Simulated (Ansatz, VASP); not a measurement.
## HfSiSn (HfSiSn in the AlB2 type): VASP beside Ansatz

One calculation is typed for both programs; each brings its own data sets. How far apart do they land? The cell is generated by rule, not measured, and may not be a known phase. The cell is taken from a series of runs on this material, whose earlier steps may have relaxed, scaled, displaced or heated it; both programs get it as it stands.

Calculated with Ansatz 0.2.0; plane waves, with VASP 6.6.1 beside it; relaxation of cell and atoms at PBE and zone-centre phonons at PBE.

**1. The structure**

It takes space group P-6m2 (No. 187, hexagonal). The conventional cell has a = 4.901 Å, b = 4.901 Å, c = 2.898 Å, α = 90.00°, β = 90.00°, γ = 120.00°. Hf has 2 Hf at 2.90 Å and 6 Si at 3.18 Å and 6 Sn at 3.18 Å nearest. Nearest to Si lie 3 Sn at 2.83 Å and 2 Si at 2.90 Å and 6 Hf at 3.18 Å. Sn has 3 Si at 2.83 Å and 2 Sn at 2.90 Å and 6 Hf at 3.18 Å nearest. Farther neighbours are not listed.

**2. VASP: relaxation of cell and atoms, PBE, pair 1**

The relaxed volume is the usual yardstick between codes: in a stiff, nearly cubic crystal its relative difference is about their pressure difference at one cell divided by the bulk modulus.

Lines of VASP's logs that name or quote its potential files are left out, and so is its time.

Contents of INCAR:

```
SYSTEM = HfSiSn
PREC = Accurate
ENCUT = 500
EDIFF = 1E-07
NELM = 120
ISMEAR = 1
SIGMA = 0.2
LREAL = .FALSE.
ALGO = Normal
GGA = PE
NBANDS = 20
LASPH = .TRUE.
LORBIT = 11
LWAVE = .FALSE.
LCHARG = .FALSE.
ISIF = 3
IBRION = 2
NSW = 80
EDIFFG = -0.005
GGA_COMPAT = .FALSE.
NELMIN = 4
KPAR = 2
```

Contents of POSCAR:

```
HfSiSn
1.0
    4.9006230000      0.0000000000      0.0000000000
   -2.4503110000      4.2440640000      0.0000000000
    0.0000000000      0.0000000000      2.8981840000
Hf Si Sn
1 1 1
Direct
    0.0000000000      0.0000000000      0.0000000000
    0.3333333333      0.6666666667      0.5000000000
    0.6666666667      0.3333333333      0.5000000000
```

Contents of KPOINTS:

```
Automatic mesh
0
Gamma
6 6 10
0 0 0
```

PAW data sets: Hf_pv, Si and Sn_d (PBE family, release 64).

On the command line:

```
mpirun -np 2 vasp_std
```

Numbers of over 12 decimals in the logs are rounded to 6 here.

The program printed:

```text
[banner, memory and clock lines left out]
running    2 mpi-ranks, on    1 nodes
 distrk:  each k-point on    1 cores,    2 groups
 distr:  one band on    1 cores,    1 groups

 POSCAR found type information on POSCAR HfSiSn
 POSCAR found :  3 types and       3 ions
 LDA part: xc-table for (Slater+PW92), standard interpolation
 POSCAR, INCAR and KPOINTS ok, starting setup
 FFT: planning ... GRIDC
 FFT: planning ... GRID_SOFT
 FFT: planning ... GRID
 WAVECAR not read
 entering main loop
       N       E                     dE             d eps       ncg     rms          rms(c)
DAV:   1     0.185317891827E+03    0.18532E+03   -0.13870E+04  1716   0.171E+03
DAV:   2    -0.282196341622E+01   -0.18814E+03   -0.18242E+03  1700   0.428E+02
DAV:   3    -0.189730615712E+02   -0.16151E+02   -0.15463E+02  2060   0.102E+02
DAV:   4    -0.195379592385E+02   -0.56490E+00   -0.56005E+00  2064   0.185E+01
DAV:   5    -0.195527433941E+02   -0.14784E-01   -0.14760E-01  2232   0.308E+00    0.345E+01
DAV:   6    -0.190076179276E+02    0.54513E+00   -0.13759E+00  1924   0.572E+00    0.229E+01
DAV:   7    -0.189140949479E+02    0.93523E-01   -0.46134E-01  2044   0.539E+00    0.206E+00
DAV:   8    -0.189115838582E+02    0.25111E-02   -0.28700E-02  2220   0.125E+00    0.125E+00
DAV:   9    -0.189098358438E+02    0.17480E-02   -0.70149E-03  2104   0.815E-01    0.820E-01
DAV:  10    -0.189096798965E+02    0.15595E-03   -0.54746E-04  2196   0.206E-01    0.885E-02
DAV:  11    -0.189096813582E+02   -0.14617E-05   -0.23707E-05  2352   0.432E-02    0.263E-02
DAV:  12    -0.189096806628E+02    0.69539E-06   -0.11184E-06  2172   0.679E-03    0.917E-03
DAV:  13    -0.189096803234E+02    0.33938E-06   -0.18571E-07  1588   0.284E-03    0.346E-03
DAV:  14    -0.189096803686E+02   -0.45162E-07   -0.34920E-08  1152   0.133E-03
   1 F= -.18909680E+02 E0= -.18910397E+02  d E =-.189097E+02
[...]
2 F= -.18910079E+02 E0= -.18910924E+02  d E =-.398813E-03
[...]
3 F= -.18910080E+02 E0= -.18910917E+02  d E =-.399662E-03
[...]
4 F= -.18910093E+02 E0= -.18910973E+02  d E =-.125337E-04
 trial-energy change:   -0.000013  1 .order   -0.000015   -0.000060    0.000031
 step:   0.6231(harm=  0.6552)  dis= 0.00000  next Energy=   -18.910098 (dE=-0.183E-04)
 bond charge predicted
       N       E                     dE             d eps       ncg     rms          rms(c)
DAV:   1    -0.189101460203E+02   -0.53449E-04   -0.13542E-03  2064   0.427E-01    0.666E-02
DAV:   2    -0.189101091768E+02    0.36844E-04   -0.79704E-05  2268   0.109E-01    0.201E-02
DAV:   3    -0.189100985999E+02    0.10577E-04   -0.17179E-05  2248   0.491E-02    0.695E-03
DAV:   4    -0.189100978739E+02    0.72606E-06   -0.24669E-06  2488   0.153E-02    0.438E-03
DAV:   5    -0.189100981525E+02   -0.27866E-06   -0.10663E-07  1052   0.264E-03    0.224E-03
DAV:   6    -0.189100984074E+02   -0.25485E-06   -0.52127E-08   932   0.165E-03    0.418E-04
DAV:   7    -0.189100984026E+02    0.47385E-08   -0.95602E-09   904   0.956E-04
   5 F= -.18910098E+02 E0= -.18910963E+02  d E =-.183724E-04
 curvature:  -0.35 expect dE=-0.518E-07 dE for cont linesearch -0.465E-07
 trial: gam=-0.04704 g(F)=  0.563E-45 g(S)=  0.149E-06 ort = 0.294E-05 (trialstep = 0.917E+00)
 search vector abs. value=  0.153E-07
 reached required accuracy - stopping structural energy minimisation
```

OUTCAR, selected parts (step 2):

```text
ion  position               nearest neighbor table
   1  0.000  0.000  0.000-   2 3.18   3 3.18   2 3.18   3 3.18   2 3.18   2 3.18   3 3.18   3 3.18
                             3 3.18   3 3.18   2 3.18   2 3.18
   2  0.333  0.667  0.500-   3 2.83   3 2.83   3 2.83   1 3.18   1 3.18   1 3.18   1 3.18   1 3.18
                             1 3.18
   3  0.667  0.333  0.500-   2 2.83   2 2.83   2 2.83   1 3.18   1 3.18   1 3.18   1 3.18   1 3.18
                             1 3.18

  LATTYP: Found a hexagonal cell.
 ALAT       =     4.9006230000
 C/A-ratio  =     0.5913909313

 Subroutine GETGRP returns: Found 12 space group operations
 (whereof 12 operations were pure point group operations)

The static configuration has the point symmetry D_3h.

 Found     42 irreducible k-points:

   k-points           NKPTS =     42   k-points in BZ     NKDIM =     42   number of bands    NBANDS=     20

   dimension x,y,z NGX =    36 NGY =   36 NGZ =   24
   dimension x,y,z NGXF=    72 NGYF=   72 NGZF=   48

   ENCUT  =  500.0 eV  36.75 Ry    6.06 a.u.   8.93  8.93  5.28*2*pi/ulx,y,z

   NELECT =      28.0000    total number of electrons

 k-points in reciprocal lattice and weights: Automatic mesh
   0.00000000  0.00000000  0.00000000       0.003
   0.16666667  0.00000000  0.00000000       0.017
   0.33333333  0.00000000  0.00000000       0.017
   0.50000000 -0.00000000  0.00000000       0.008
   0.16666667  0.16666667  0.00000000       0.017
   0.33333333  0.16666667  0.00000000       0.033
   0.33333333  0.33333333  0.00000000       0.006
   0.00000000  0.00000000  0.10000000       0.006
   0.16666667  0.00000000  0.10000000       0.033
[...]
0.33333333  0.16666667  0.50000000       0.033
   0.33333333  0.33333333  0.50000000       0.006

 average (electrostatic) potential at core
       1 -34.5220       2 -81.6375       3 -98.8192

 E-fermi :   8.2620

 k-point     1 :       0.0000    0.0000    0.0000
  band No.  band energies     occupation
    ...
     11       3.7615      2.00000
     12       3.7615      2.00000
     13       6.0725      2.00000
     14       7.7064      2.00061
     15       7.7064      2.00061
     16      12.2869      0.00000
     17      12.3220      0.00000
     18      12.3220      0.00000
     19      12.8335      0.00000
     20      12.8335      0.00000

 k-point     2 :       0.1667    0.0000    0.0000
  band No.  band energies     occupation
    ...
     11       3.7771      2.00000
     12       5.0250      2.00000
     13       5.8577      2.00000
     14       7.7262      2.00100
     15       7.7354      2.00125
     16      11.8867     -0.00000
     17      12.3047      0.00000
     18      12.5984      0.00000
     19      12.9676      0.00000
     20      13.7354      0.00000

 k-point     3 :       0.3333    0.0000    0.0000
  band No.  band energies     occupation
    ...
     10      -0.0254      2.00000
     11       3.8096      2.00000
     12       4.2187      2.00000
     13       7.2559      2.00000
     14       7.7576      2.00210
     15       8.6574     -0.01720
     16      11.5013     -0.00000
     17      12.2705      0.00000
     18      12.4974      0.00000
     19      13.4002      0.00000
    ...

  Total        0.0009561      0.0009561      0.0027230      0.0000000      0.0000000      0.0000000
  in kB        0.0254731      0.0254731      0.0725529      0.0000000      0.0000000      0.0000000
  external PRESSURE =       0.0411664 kB  Pullay stress =       0.0000000 kB

  energy-cutoff  :      500.00
  volume of cell :       60.13
      direct lattice vectors                 reciprocal lattice vectors
     4.889858582 -0.000000001 -0.000000000     0.204504892  0.118070931 -0.000000000
    -2.444928793  4.234741741  0.000000000     0.000000000  0.236141909 -0.000000000
     0.000000000  0.000000000  2.903935513     0.000000000 -0.000000000  0.344360264

 POSITION                                       TOTAL-FORCE (eV/Angst)
 -----------------------------------------------------------------------------------
     -0.00000      0.00000      0.00000        -0.000000      0.000000     -0.000000
      0.00000      2.82316      1.45197        -0.000000      0.000000      0.000000
      2.44493      1.41158      1.45197         0.000000     -0.000000     -0.000000
 -----------------------------------------------------------------------------------
    total drift:                               -0.000000      0.000000     -0.000000

  FREE ENERGIE OF THE ION-ELECTRON SYSTEM (eV)
  ---------------------------------------------------
  free  energy   TOTEN  =       -18.9100984026 eV

  energy  without entropy=      -18.9126912994  energy(sigma->0) =      -18.91096270

 reached required accuracy - stopping structural energy minimisation

 total charge
# of ion       s       p       d       tot
------------------------------------------
    1        0.314   6.299   1.620   8.233
    2        0.814   0.730   0.000   1.545
    3        1.166   1.234  10.045  12.445
--------------------------------------------------
tot          2.294   8.263  11.665  22.222

[... 3 further parts left out ...]
```

CONTCAR:

```
HfSiSn
   1.00000000000000
     4.8898585821752318   -0.0000000012686942   -0.0000000000000000
    -2.4449287932846078    4.2347417414226856    0.0000000000000000
     0.0000000000000000    0.0000000000000000    2.9039355127406474
  Hf              Si              Sn
     1     1     1
Direct
     0.0000000000000000    0.0000000000000000    0.0000000000000000
     0.3333333332999970    0.6666666667000030    0.5000000000000000
     0.6666666667000030    0.3333333332999970    0.5000000000000000
```

**3. Ansatz: relaxation of cell and atoms, PBE, pair 1**

Ansatz runs on its PAW soft_1 files.

The same cell, functional, mesh and smearing now go to Ansatz, which takes its cutoff from its data sets.

Contents of input.yaml:

```yaml
crystal:
  lattice:
    - [4.9006229095, 0.0, 0.0]
    - [-2.4503114547, 4.244063934, 0.0]
    - [0.0, 0.0, 2.8981835393]
  atoms:
    - { symbol: Hf, position: [0.0, 0.0, 0.0] }
    - { symbol: Si, position: [0.3333333333, 0.6666666667, 0.5] }
    - { symbol: Sn, position: [0.6666666667, 0.3333333333, 0.5] }
kpoints:
  mp_grid: { grid: [6, 6, 10] }
hamiltonian:
  xc: pbe
  pseudopotentials: { kind: paw, azcp: { folder: soft_1 } }
scf:
  occupations: { method: methfessel_paxton, width: 0.2 }
output:
  forces: true
  stress: true
  eigenvalues: true
relax:
  adjacent_minimum: "off"
  f_tol: 0.001
  max_steps: 60
  cell: { stress_tol: 0.01 }
```

On the command line:

```
ansatz run input.yaml --threads 4 --pin off --max-ram 12288MiB --backend cpu --events-out ev --progress --plain --runs-dir out
```

The program printed:

```text
Engine: ansatz 0.2.0, aarch64-unknown-linux-gnu
Pseudopotentials: kind: paw
Pseudopotential: Hf, paw, valence charge 26, recommended cutoff 420 eV (normal), soft_1/Hf.paw.azcp
Pseudopotential: Si, paw, valence charge 4, recommended cutoff 420 eV (normal), soft_1/Si.paw.azcp
Pseudopotential: Sn, paw, valence charge 14, recommended cutoff 420 eV (normal), soft_1/Sn.paw.azcp
Functional definition: PBE
  parameter kappa = 0.804
  parameter beta = 0.066725
  exchange = pbe_x(kappa = kappa, mu = beta*pi^2/3)
  correlation = pbe_c(beta = beta)
Crystal: 3 atoms, lattice volume = 60.278 Å³
Basis set: ecut = 420 eV, 1155 PW (Γ), exchange–correlation on 72×72×40 points (8 copies of the dense FFT grid, shifted against one another)
Bands: 27, of which v1, the nominal top of the filled ones, is band 22 counted from 1 (21 counted from 0)
Symmetry: 12 space group operations
Space group: P-6m2 (ITA 187), of the structure as read, at distance tolerance 3.9e-5 Å
k-points: 42 of 360 (time reversal used)
Non-local potential: Hf, projectors of the file, l = 0: 3, l = 1: 2, l = 2: 2, l = 3: 3
Non-local potential: Si, projectors of the file, l = 0: 2, l = 1: 2, l = 2: 1
Non-local potential: Sn, projectors of the file, l = 0: 2, l = 1: 2, l = 2: 2, l = 3: 1
PAW form: soft (Blöchl's): semilocal exchange-correlation on the pseudo side does not see the compensation charge
PAW one-centre angular grid: Hf, 590 points (default); XC on 64 Gauss nodes
PAW one-centre angular grid: Si, 110 points (default); XC on 64 Gauss nodes
PAW one-centre angular grid: Sn, 590 points (default); XC on 64 Gauss nodes
Initial density: superposition of atomic densities (chi_scale 0.1, normalization cell, long waves kept (reshape's long-wave potential 0.00 eV rms))
Initial wavefunctions: pseudopotential atomic-orbital guess
Functional: x = pbe(κ = 0.804, μ = 0.219515), c = pbe(β = 0.066725)
SCF iter   1: F=—  HF=-22383.679187 eV  |F-HF|=—  |Δ(HF+E_count)|=         —  Δρ=6.04e-2  dr2=6.81e0  ethr=3.10e-3  ⟨swp⟩=5.6  Hψ=4571  notcnv=0
preconditioner: auto → Kerker (q_TF=auto, 2.589 Å⁻¹)  [metal: Δε(μ)=0.049 eV  Ē_g=14.255 eV  σ=0.200 eV  W_gap=0.21  n_scr=14 (ndim 8)  ℏωp=28.7 eV  f_vac=0.000  D(μ)=0.86/eV (n_scr^D=6)]
SCF iter   2: F=—  HF=-22382.449000 eV  |F-HF|=—  |Δ(HF+E_count)|=    1.23e0  S|Δr|=    0.00e0  Δρ=2.99e-2  dr2=1.56e0  ethr=3.10e-3  ⟨swp⟩=2.3  Hψ=2395  notcnv=0  defer=10
SCF iter   3: F=—  HF=-22382.111950 eV  |F-HF|=—  |Δ(HF+E_count)|=   3.37e-1  S|Δr|=    0.00e0  Δρ=1.12e-2  dr2=1.42e-1  ethr=3.10e-3  ⟨swp⟩=2.1  Hψ=1995  notcnv=0  defer=10
SCF iter   4: F=—  HF=-22382.027458 eV  |F-HF|=—  |Δ(HF+E_count)|=   8.45e-2  S|Δr|=    0.00e0  Δρ=6.44e-3  dr2=4.32e-2  ethr=3.22e-4  ⟨swp⟩=2.1  Hψ=2354  notcnv=0  defer=8
SCF iter   5: F=—  HF=-22382.014330 eV  |F-HF|=—  |Δ(HF+E_count)|=   1.31e-2  S|Δr|=    0.00e0  Δρ=1.51e-3  dr2=2.18e-3  ethr=9.83e-5  ⟨swp⟩=3.0  Hψ=1812  notcnv=0  defer=8
SCF iter   6: F=—  HF=-22382.013391 eV  |F-HF|=—  |Δ(HF+E_count)|=   9.39e-4  S|Δr|=    0.00e0  Δρ=4.11e-4  dr2=1.16e-4  ethr=4.95e-6  ⟨swp⟩=2.1  Hψ=1983  notcnv=0  defer=8
SCF iter   7: F=—  HF=-22382.013484 eV  |F-HF|=—  |Δ(HF+E_count)|=   9.35e-5  S|Δr|=    0.00e0  Δρ=1.21e-4  dr2=1.21e-5  ethr=2.64e-7  ⟨swp⟩=2.0  Hψ=2057  notcnv=0  defer=8
SCF iter   8: F=—  HF=-22382.013475 eV  |F-HF|=—  |Δ(HF+E_count)|=   9.77e-6  S|Δr|=    0.00e0  Δρ=3.15e-5  dr2=6.49e-7  ethr=2.75e-8  ⟨swp⟩=2.6  Hψ=2023  notcnv=0  defer=8
SCF iter   9: F=-22382.013475 eV  HF=-22382.013475 eV  |F-HF|=3.49e-8  |Δ(HF+E_count)|=   1.75e-8  S|Δr|=    0.00e0  Δρ=9.59e-6  dr2=6.25e-8  ethr=2.27e-10  ⟨swp⟩=8.1  Hψ=6097  notcnv=0
SCF 1 converged in 9 iterations: F = -22382.013475 eV  dr2 = 6.25e-8
  greatest PAW one-centre occupation: 0.998 electrons in one spin orbital (limit 2), on the Hf atom at site 0 (counted from 0), in its partial waves of l = 0
relax step   1: F+E_penalty+E_count = -22382.01347468 eV  Δ(F+E_penalty+E_count) = +0.000e0 eV  max|allowed force component| = 1.311e-16 eV/Å  Δτ_max = 0.0000 Å  P = +0.096 GPa  Ω = 60.278 Å³  (9 SCF iters, dr2 threshold 1.00e-7 eV, accepted)
[...]
relax step   3: F+E_penalty+E_count = -22382.01385983 eV  Δ(F+E_penalty+E_count) = -1.475e-4 eV  max|allowed force component| = 2.128e-16 eV/Å  Δτ_max = 0.0000 Å  P = +0.039 GPa  Ω = 60.288 Å³  energy of the carried Pulay correction = -4.364e-6 eV  (5 SCF iters, dr2 threshold 3.00e-7 eV, accepted)
[...]
relax step   4: F+E_penalty+E_count = -22382.01385889 eV  Δ(F+E_penalty+E_count) = +9.368e-7 eV  max|allowed force component| = 8.789e-17 eV/Å  Δτ_max = 0.0000 Å  P = -0.011 GPa  Ω = 60.322 Å³  energy of the carried Pulay correction = -8.414e-6 eV  (5 SCF iters, dr2 threshold 5.18e-9 eV, accepted)
[...]
relax step   5: F+E_penalty+E_count = -22382.01386026 eV  Δ(F+E_penalty+E_count) = -1.361e-6 eV  max|allowed force component| = 1.326e-16 eV/Å  Δτ_max = 0.0000 Å  P = -0.000 GPa  Ω = 60.315 Å³  energy of the carried Pulay correction = -7.526e-6 eV  (5 SCF iters, dr2 threshold 6.49e-10 eV, accepted)
[...]
relax step   6: F+E_penalty+E_count = -22382.01386732 eV  Δ(F+E_penalty+E_count) = -7.060e-6 eV  max|allowed force component| = 5.551e-17 eV/Å  Δτ_max = 0.0000 Å  P = -0.000 GPa  Ω = 60.315 Å³  stress off target by 1.57e-4 GPa  SCF on the basis re-selected at this cell (its energy is not comparable with the rows above)  (6 SCF iters)
basis re-selected at this cell: Δ(F+E_penalty+E_count) = -7.060e-6 eV, ΔP = +0.000 GPa vs the last step (what re-selecting the basis moved, of the pressure what is left beyond the Pulay correction that the steps carried, after the strain that the cell walked since its last selection, with what the two solves' SCF thresholds leave and, on support functions, any second-order correction that the steps lacked; it is no m [...]
SCF converged after 6 iterations
Stability not checked: this state was not tested for a lower state beside it, because cold or Methfessel-Paxton smearing, or corrected tetrahedra, fill the levels in a way that the test cannot read (fill_not_monotonic; see scf.lower_state_search)
Free energy (F): -22382.013867 eV
Harris-Foulkes:  -22382.013867 eV  (|F-HF|=7.28e-12)
Internal energy: -22382.016431 eV  (E = F + TS)
E sigma→0 (E₀):  -22382.014508 eV
Entropy (-TS):   0.002564 eV (0.855 meV/atom)
Fermi energy:    14.547511 eV
--- Per-component energies (eV) ---
  E_band       = -109.848236
  E_kinetic    = 617.290614
  E_local      = -8613.169198  (includes V_loc(G=0)·N_el)
  E_nonlocal   = 224.897640
  E_hartree    = 4212.656918
  E_xc         = -449.122167
  E_vxc        = -383.421667  (∫ρ·V_xc dr)
  E_paw        = -12576.492477  (= ΣΔE_a)
  E_vpaw       = -380.759847  (= ΣTr[D̂ρ^β])
  E_aug_tail   = 0.000424  (compensation charges beyond the density's cutoff)
  E_ewald      = -5798.078185
  E_smearing   = 0.002564  (= −TS)
  E_closure    = -0.000000  (closes the sum)
  Σ components = -22382.013867   (vs F -22382.013867, Δ=0.00e0)
--- Forces (eV/Å), atoms counted from 1 ---
  atom   1  Hf    -0.00000000    -0.00000000    -0.00000000
  atom   2  Si     0.00000000    -0.00000000    -0.00000000
  atom   3  Sn     0.00000000     0.00000000     0.00000000
  max |Σ_I F_I| component: 5.55e-17 eV/Å
--- Stress (GPa, compression-positive) ---
       -0.000085       0.000000       0.000000
        0.000000      -0.000085      -0.000000
        0.000000      -0.000000       0.000157
  P = ⅓ Tr σ = -0.0000 GPa (-0.000 kbar)
--- Band table (eV; the first three rows and the last of 42) ---
  k-point 0: bands = [... 18 lower, 10.0554, 10.0554, 12.3524, 13.9873, 13.9873, 18.5476, 18.5885, 18.5885, ... 1 higher]
  k-point 1: bands = [... 18 lower, 10.2341, 10.2341, 12.7589, 13.8660, 13.8660, 17.2143, 18.5267, 18.5267, ... 1 higher]
  k-point 2: bands = [... 18 lower, 10.7611, 10.7611, 13.3673, 13.5063, 13.5063, 15.4568, 18.3943, 18.3943, ... 1 higher]
  k-point 41: bands = [... 18 lower, 10.4223, 10.7106, 11.7714, 13.9973, 14.7994, 15.1579, 16.7744, 16.8582, ... 1 higher]
--- Relaxed structure (5 steps of the walk, 5 accepted, 1 SCFs on fresh bases) ---
  F+E_penalty+E_count = -22382.01386732 eV   max|allowed force component| = 5.551e-17 eV/Å   (the final SCF, on the basis selected at the relaxed cell)
  cell:  # Å, volume = 60.3146 Å³
    - [4.894477, -2.8831463818334772e-11, 0.0]
    - [-2.447239, 4.238742, 0.0]
    - [0.0, 0.0, 2.907230]
  atoms:
    - { symbol: Hf, position: [0, 0, 0.0] }
    - { symbol: Si, position: [0.333333, 0.666667, 0.5] }
    - { symbol: Sn, position: [0.666667, 0.333333, 0.5] }
```

The column dr2 measures how far the density is from self-consistency, as an energy; F and HF (Harris–Foulkes) agree once it is small.

**4. Differences**

Known differences besides the potentials themselves: the data sets hold 44 valence electrons in Ansatz (on its PAW soft_1 files) and 28 in VASP; the cutoff is 420 eV in Ansatz and 500 eV in VASP; Ansatz adds a Pulay correction to the stress that steers its cell, VASP none. Total energies have different zeros and are not compared.

The two programs side by side:

| quantity | Ansatz | VASP | difference |
| --- | --- | --- | --- |
| volume (Å³) | 60.31 | 60.13 | +0.30 % |
| edge a after relaxation, in the typed setting (Å) | 4.894 | 4.890 | +0.09 % |
| edge c after relaxation, in the typed setting (Å) | 2.907 | 2.904 | +0.11 % |

[end of part 1 of 2]

[Lines on the potential files, build, host, timing and source positions are cut from VASP's logs without a mark.]

[Logs are printed without paths, hosts, clocks, repeated set-up lines and the standing remarks that a program may print on its own settings, such as how far it seeks lower states.]

[Hosts, paths, dates, database ids (printed as entryN), source tags and the programs' standing remarks are cut or masked in the printed files.]
